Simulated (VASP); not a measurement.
Molecule: BrCs, in a box.

```xyz
2
Lattice="9.0000 0.0000 0.0000 0.0000 9.0000 0.0000 0.0000 0.0000 13.0000" Properties=species:S:1:pos:R:3 pbc="T T T"
Br    4.5130    4.5210    4.9979
Cs    4.5130    4.5210    8.0701
```

Base run:

| Quantity | Value |
| --- | --- |
| Program | VASP 6.6.1 |
| Functional | HSE06 |
| Dispersion | TS |
| Potentials or basis | VASP PAW PBE potentials, release 64 (Br, Cs_sv) |
| Cutoff | 520 eV |
| k mesh | 1 × 1 × 1 |
| Occupations | gaussian, width 0.01 eV |
| Spin | no spin polarisation |

Its results: gap between the frontier levels 3.77 eV; largest force 0.040 eV/Å.

Question: The run is repeated on the same cell with these changes: functional from HSE06 to PBE; further incar settings from ALGO = Normal; EDIFF = 1e-07 to ALGO = Normal; EDIFF = 1e-06. What comes out?

Answer: Gap between the frontier levels 2.82 eV; largest force 0.077 eV/Å.

Caveats: spin-orbit coupling is left out, which moves the levels of the heavy elements; the PAW data sets were made with another functional, which shifts forces and pressure a little (some runs).

